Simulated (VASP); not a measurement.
A convergence study with VASP on CrO2 (rutile): one setting is varied, all else stays as given below, so the limit is that of these other settings. ε∞ is the independent-particle value.

```yaml
crystal:
  lattice:
    - [4.42000, 0.00000, 0.00000]
    - [0.00000, 4.42000, 0.00000]
    - [0.00000, 0.00000, 2.92000]
  atoms:
    - { symbol: Cr, position: [0.00000, 0.00000, 0.00000], spin: 2.5 }
    - { symbol: Cr, position: [0.50000, 0.50000, 0.50000], spin: 2.5 }
    - { symbol: O, position: [0.30300, 0.30300, 0.00000] }
    - { symbol: O, position: [0.80300, 0.19700, 0.50000] }
    - { symbol: O, position: [0.19700, 0.80300, 0.50000] }
    - { symbol: O, position: [0.69700, 0.69700, 0.00000] }
```

The numbers are results of PBE GGA, VASP's PBE PAW potentials (set 64) (plane waves; VASP 6.6.1), not measurements. The tightest run used: 700 eV cut-off, 6×6×9 Γ-centred mesh, first-order Methfessel-Paxton smearing of 0.10 eV, potentials Cr_pv O.

The moments were started parallel, and other spin orders were not tried in this run.

Question: The settings run are NBANDS = 25; NBANDS = 26; NBANDS = 28; NBANDS = 32; NBANDS = 40; NBANDS = 56; NBANDS = 88; NBANDS = 152. From which on does the moment stay within 0.01 μB of the tightest run?

Answer: From NBANDS = 26 on: it is off by 0.000 there and by no more than 0.01 in any finer run, while NBANDS = 25 is off by 2.000.
| setting | largest force (eV/Å) | moment (μB) | bands | difference judged (μB) |
|---|---|---|---|---|
| NBANDS = 25 | 0.064 | 2.000 | 25 | 2.000 |
| NBANDS = 26 | 0.040 | 4.000 | 26 | 0.000 |
| NBANDS = 28 | 0.029 | 4.000 | 28 | 0.000 |
| NBANDS = 32 | 0.029 | 4.000 | 32 | 0.000 |
| NBANDS = 40 | 0.029 | 4.000 | 40 | 0.000 |
| NBANDS = 56 | 0.029 | 4.000 | 56 | 0.000 |
| NBANDS = 88 | 0.029 | 4.000 | 88 | 0.000 |
| NBANDS = 152 | 0.029 | 4.000 | 152 | 0.000 |

VASP warned of too few bands at NBANDS = 25; NBANDS = 26; NBANDS = 28.

Left out are rungs that failed or repeat a setting and relaxations that didn't move; long series are thinned to 24 rows.

The compound is CrO2 in the rutile structure. The cell was not relaxed at this level, forces remain on its atoms. VASP warned that the highest band is occupied, so more bands are needed.
